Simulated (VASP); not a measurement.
Given:

```
CELL_PARAMETERS angstrom
     -1.41050     1.41050     1.41050
      1.41050    -1.41050     1.41050
      1.41050     1.41050    -1.41050
ATOMIC_POSITIONS crystal
  Fe 0.00000 0.00000 0.00000
```
Starting moments (μB, in the order of the record's atoms Fe): 2.7.

Calculation: r2SCAN+rVV10, VASP's PBE PAW potentials (set 64) (plane waves; VASP). Settings: 520 eV cut-off, 18×18×18 Γ-centred mesh, first-order Methfessel-Paxton smearing of 0.10 eV, potentials Fe.

Task: Give the stress tensor in GPa (positive for a compressed cell).

Result: 
```
7.80  0.00  0.00
0.00  7.80  0.00
0.00  0.00  7.80
```
The pressure is its mean diagonal, 7.80 GPa.

The compound is Fe in the bcc structure. This cell is one point of a volume scan, at 0.97 of the reference volume.
